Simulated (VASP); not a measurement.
Runs of VASP 6.6.1 on TaAs. The cell holds a sheet with vacuum, 2 atoms: a = 3.326 Å, b = 3.326 Å, c = 25.740 Å, α = 90.00°, β = 90.00°, γ = 90.00°. The cell was built by a generator and needn't be a form met in nature.

```csv
task,level,potentials or basis,U,cell,k mesh,cutoff (eV),smearing,dipole correction,atoms held fixed (from 0),grid for exact exchange (PRECFOCK),exchange at q = 0,mesh quality,gap on the mesh (eV),largest force (eV/Å)
relaxation of the atoms,PBEsol,"VASP PAW PBE potentials, release 64 (Ta_pv, As)",-,atoms relaxed,8 × 8 × 1,520,gaussian 0.05 eV,yes,[0],-,-,not flagged,none,-
density of states,RPBE+U,"VASP PAW PBE potentials, release 64 (Ta_sv_GW, As_GW)",Ta d U = 5.3 eV,as given,8 × 8 × 1,550,tetrahedron,-,-,-,-,not flagged,none,(a)
single point,PBE,"VASP PAW PBE potentials, release 64 (Ta_pv, As)",-,as given,8 × 8 × 1,520,fermi-dirac 0.05 eV,yes,-,-,-,not flagged,none,0.04
relaxation of the atoms,PBE+dDsC,"VASP PAW PBE potentials, release 64 (Ta_pv, As)",-,atoms relaxed,8 × 8 × 1,520,gaussian 0.05 eV,yes,[0],-,-,not flagged,none,-
band structure,PBEsol0,"VASP PAW PBE potentials, release 64 (Ta_pv, As)",-,as given,5 × 5 × 1,520,gaussian 0.1 eV,yes,-,Fast,truncated,coarse,-,0.82
work function,PBE,"VASP PAW PBE potentials, release 64 (Ta_pv, As)",-,as given,8 × 8 × 1,520,gaussian 0.05 eV,yes,-,-,-,not flagged,none,0.07
```

Alike in all rows: no spin polarisation.

**Question.** Fill in the values left out.

**Answer.** (a) 0.64.

Caveats: some runs use coarse meshes; the PAW data sets were made with another functional, which shifts forces and pressure a little (some runs); U without spin polarisation on a metal has little footing (some runs); the U is typed as a test and isn't derived for this compound (some runs); tetrahedron occupations give inexact forces and stress in metals (some runs); spin-orbit coupling is left out, which moves the levels of the heavy elements (some runs).

A k mesh can miss the band edges, and the runs leave out spin-orbit coupling on As, Ta.

A gap of «none» marks a metal or a gap under the smearing width.

The runs don't all hold the same shells in valence.
